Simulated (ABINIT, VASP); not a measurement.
An input for ABINIT (PBEsol, PAW (JTH v2.0 PBE PAW, files made for PBE)):

```
# NiS2, JTH v2.0 PBE PAW
pp_dirpath "./"
pseudos "Ni.GGA_PBE-JTH.xml, S.GGA_PBE-JTH.xml"
acell 3*1.0 Angstrom
rprim
         4.0776600000    0.0000000000   -0.0000000000
         0.0000000000    5.2014700000    0.0000000000
        -2.0102860000    0.0000000000    4.8802210000
natom 6
ntypat 2
znucl 28 16
typat 1 1 2 2 2 2
xcart
         1.5559182712    4.3359453920    3.6575792329
         0.5114557288    1.7352103920    1.2226417671
         0.2518765643    4.9414485147    2.0356377835
         1.8154974357    2.3407135147    2.8445832165
         1.2818241056    1.1257541521    4.4777979763
         0.7855498944    3.7264891521    0.4024230237
      Angstrom
ecut 60 Ry
pawecutdg 120 Ry
pawxcdev 0
ixc -116133
occopt 3
tsmear 0.00073499
nband 39
kptopt 1
ngkpt 2 2 2
nshiftk 1
shiftk 0 0 0
nstep 80
tolvrs 1.0e-11
prtwf 0
prtden 0
```

Task: Translate it to VASP.

Result: One set of files that does it:

### KPOINTS
```
Automatic mesh
0
Gamma
2 2 2
0 0 0
```

### POSCAR
```
NiS2
1
    4.0776600000     0.0000000000     0.0000000000
    0.0000000000     5.2014700000     0.0000000000
   -2.0102860000     0.0000000000     4.8802210000
Ni S
2 4
Direct
  0.7510600000   0.8336000000   0.7494700000
  0.2489400000   0.3336000000   0.2505300000
  0.2674100000   0.9500100000   0.4171200000
  0.7325900000   0.4500100000   0.5828800000
  0.7667000000   0.2164300000   0.9175400000
  0.2333000000   0.7164300000   0.0824600000
```

INCAR:
```
SYSTEM=NiS2
PREC=Accurate; ENCUT=300; LREAL=.False.
LASPH=.True.
EDIFF=1E-6; NELM=100; ALGO=Normal
LMAXMIX=4
ISMEAR=-1; SIGMA=0.02
GGA=PS
ISIF=2
LWAVE=.False.; LCHARG=.False.
```

POTCAR, in this order: Ni S (PBE.64 set). Program: vasp_std.

Both are inputs of real runs that ended normally. What can't carry over is the choice of potentials or basis and its cut-off, and each code's defaults.

The structure comes from a computed database's NiS2 entry; how it stands against other phases isn't given here. The cell was not relaxed at this level, and it may have been scaled.
